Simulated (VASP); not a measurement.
A run of VASP 6.6.1 is set up as follows.

Contents of INCAR:

```
SYSTEM = Te2Mo
PREC = Accurate
ENCUT = 520
EDIFF = 1E-7
ISMEAR = 0
SIGMA = 0.05
LREAL = .False.
LASPH = .True.
NELM = 100
ALGO = Normal
ISIF = 2
LWAVE = .False.
LCHARG = .False.
GGA = BO
LUSE_VDW = .True.
AGGAC = 0.0
PARAM1 = 0.1833333333
PARAM2 = 0.22
IBRION = 2
NSW = 60
EDIFFG = -0.01
KPAR = 2
```

File KPOINTS:

```
Automatic mesh
0
Gamma
  10 10 3
  0 0 0
```

File POSCAR:

```
Te2Mo
1.0
    3.5182000000      0.0000000000      0.0000000000
   -1.7591000000      3.0468505800      0.0000000000
    0.0000000000      0.0000000000     14.1971776000
Te Mo
4 2
Direct
    0.3333333300      0.6666666700      0.6230315000
    0.6666666700      0.3333333300      0.1230315000
    0.3333333300      0.6666666700      0.8769685000
    0.6666666700      0.3333333300      0.3769685000
    0.3333333300      0.6666666700      0.2500000000
    0.6666666700      0.3333333300      0.7500000000
```

Potentials or basis: VASP PAW PBE potentials, release 64 (Te, Mo_sv).

Command:

```sh
$ cat potpaw_PBE.64/Te/POTCAR potpaw_PBE.64/Mo_sv/POTCAR > POTCAR
$ mpirun -np 2 vasp_std > vasp.out
```

Q: Estimate the energy gained by relaxing.

A: 4.0 meV/atom.

Q: Estimate the band gap on the k mesh.

A: 0.77 eV, indirect (least direct gap 1.16 eV).

Stress tensor (GPa, compression positive):
```
2.47 0.00 0.00
0.00 2.47 0.00
0.00 0.00 0.55
```

Caveat: the PAW data sets were made with another functional, which shifts forces and pressure a little; spin-orbit coupling is left out, which moves the levels of the heavy elements; an odd mesh through Γ misses points on the zone boundary, where band edges often lie.

The gap isn't set beside the measured one, since this odd mesh misses points on the zone boundary.
